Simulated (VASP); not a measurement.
Input:

```
CELL_PARAMETERS angstrom
      3.30779     0.00000     0.00000
     -1.65389     2.86463     0.00000
      0.00000     0.00000     4.98288
ATOMIC_POSITIONS crystal
  Mg 0.33333 0.66667 0.00216
  Mg 0.66667 0.33333 0.50216
  O  0.33333 0.66667 0.40244
  O  0.66667 0.33333 0.90244
```

Calculation: PBEsol GGA, VASP's PBE PAW potentials (set 64) (plane waves; VASP). Settings: 520 eV cut-off, Gaussian smearing of 0.050 eV, potentials Mg O.

### Question
What does the run give for the band gap (along the path) with the smallest direct gap where there is one?

### Answer

```
Quantity                                Value
------------------------------------  -------
band gap (along the path)             3.34 eV
smallest direct gap (along the path)  3.34 eV
```

Total energies compare only between runs with the same potentials, cut-off and functional.

The structure comes from a computed database's MgO entry (P6_3mc); how it stands against other phases isn't given here. The cell was not relaxed at this level.
